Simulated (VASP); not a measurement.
VASP ran on this input.

### INCAR
```
ALGO  =  Normal
EDIFF  =  1E-7
ENCUT  =  400
ISIF  =  2
ISMEAR  =  -5
LASPH  =  .True.
LCHARG  =  .True.
LEFG  =  .True.
LMAXMIX  =  4
LORBIT  =  11
LREAL  =  .False.
LWAVE  =  .False.
NEDOS  =  601
NELM  =  100
PREC  =  Accurate
SYSTEM  =  ZrAl3
```

**POSCAR**
```
ZrAl3
1
   -1.9776298562     1.9776298562     8.5296163922
    1.9776298562    -1.9776298562     8.5296163922
    1.9776298562     1.9776298562    -8.5296163922
Zr Al
2 6
Direct
  0.1186220432   0.1186220432   0.0000000000
  0.8813779568   0.8813779568   0.0000000000
  0.5000000000   0.0000000000   0.5000000000
  0.0000000000   0.5000000000   0.5000000000
  0.7500000000   0.2500000000   0.5000000000
  0.2500000000   0.7500000000   0.5000000000
  0.3748718944   0.3748718944   0.0000000000
  0.6251281056   0.6251281056   0.0000000000
```

**KPOINTS**
```
K-points
0
gamma
  12 12 12
```

POTCAR, in this order: Zr_sv Al (LDA.64 set). Program: vasp_std.

Write an equivalent input for Ansatz.

One equivalent input (not run):
Ansatz 0.2 input:
```yaml
crystal:
  lattice:
    - [-1.9776299, 1.9776299, 8.5296164]
    - [1.9776299, -1.9776299, 8.5296164]
    - [1.9776299, 1.9776299, -8.5296164]
  atoms:
    - { symbol: Zr, position: [0.1186220, 0.1186220, 0.0000000] }
    - { symbol: Zr, position: [0.8813780, 0.8813780, 0.0000000] }
    - { symbol: Al, position: [0.5000000, 0.0000000, 0.5000000] }
    - { symbol: Al, position: [0.0000000, 0.5000000, 0.5000000] }
    - { symbol: Al, position: [0.7500000, 0.2500000, 0.5000000] }
    - { symbol: Al, position: [0.2500000, 0.7500000, 0.5000000] }
    - { symbol: Al, position: [0.3748719, 0.3748719, 0.0000000] }
    - { symbol: Al, position: [0.6251281, 0.6251281, 0.0000000] }
kpoints:
  mp_grid: { grid: [12, 12, 12] }
hamiltonian:
  xc: lda
  pseudopotentials: { kind: paw }
scf:
  occupations: { method: tetrahedron }
  max_iter: 100
output: { forces: true, stress: true, eigenvalues: true }
```
What does not carry over: each code has its own PAW files, so the cut-off isn't converted (ENCUT is set for VASP's; basis.ecutwfc is left out, and Ansatz then takes the one that its files recommend); Ansatz stops its SCF on the density residual and VASP on the energy change (EDIFF); Ansatz's lda is the Perdew-Wang form, while the LDA potentials of VASP carry Perdew-Zunger's; the field gradients of LEFG aren't asked of the other code.

The compound is ZrAl3 in the sg139 structure. It was relaxed first.
